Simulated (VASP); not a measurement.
Data:

```xyz
4
Lattice="0.0000 2.0705 2.0705 2.0705 0.0000 2.0705 7.8177 7.8177 0.4642" Properties=species:S:1:pos:R:3 pbc="T T T"
Al     2.0713     2.0713     4.1401
Al     1.9536     1.9536     0.1169
Ag     3.8669     3.8669     0.2741
Ag     7.9758     7.9758     4.4472
```

Calculation: PBEsol GGA, VASP's PBE PAW potentials (set 64) (plane waves; VASP). Settings: 400 eV cut-off, 14×14×4 Γ-centred mesh, tetrahedra with Blöchl corrections, potentials Al Ag.

For a metal the tetrahedron method with Blöchl corrections gives inexact stress and forces.

### Question
Give the force on each atom (eV/Å).

### Answer

```tsv
atom	Fx	Fy	Fz
Al1	-0.089	-0.089	0.089
Al2	0.089	0.089	-0.089
Ag3	0.004	0.004	-0.004
Ag4	-0.004	-0.004	0.004
```

### Question
Give the stress tensor in GPa (positive for a compressed cell).

### Answer

```
-0.03   0.76  -0.76
 0.76  -0.03  -0.76
-0.76  -0.76  -0.03
```
The pressure is its mean diagonal, -0.03 GPa.

The structure was generated: Ag2Al2 was put into an ordered model structure (R-3m), which need not be its known phase. It was relaxed first.
